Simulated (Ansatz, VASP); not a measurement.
# Two plane-wave programs on Y2SiF2

```
CELL_PARAMETERS angstrom
4.78303 0.00000 0.00000
0.00000 4.78303 0.00000
0.00000 0.00000 4.71833
ATOMIC_POSITIONS crystal
Y 0.50000 0.00000 0.09194
Y 0.00000 0.50000 0.09194
Si 0.50000 0.50000 0.77090
F 0.00000 0.00000 0.15418
F 0.50000 0.50000 0.36731
```

Alike in both runs: functional PBE; k mesh 4 × 4 × 4; occupations gaussian, width 0.1 eV; no spin polarisation.

Ansatz relaxed the structure, and its values are those at the end. VASP's run is a single point on that final structure, the one shown.

|  | VASP | Ansatz |
| --- | --- | --- |
| version | VASP 6.6.1 | Ansatz 0.2.0 |
| potentials or method | VASP PAW PBE potentials, release 64 (Y_sv, Si, F) | scalar-relativistic, plane waves, PAW |
| plane-wave cutoff (eV) | 520 | 420 |
| valence electrons in the cell | 40 | 40 |

|  | VASP | Ansatz | Ansatz less VASP |
| --- | --- | --- | --- |
| gap on the k mesh at the Fermi level (eV) | none | none | - |
| pressure (GPa) | 0.1 | 0.2 | +0.08 |
| rms of the force components (eV/Å) | 0.015 | 0.002 | -0.0130 |

A gap of «none» marks a metal or a gap that the smearing closes. The functional is the same, so the differences come from potentials, cutoffs and numerics.
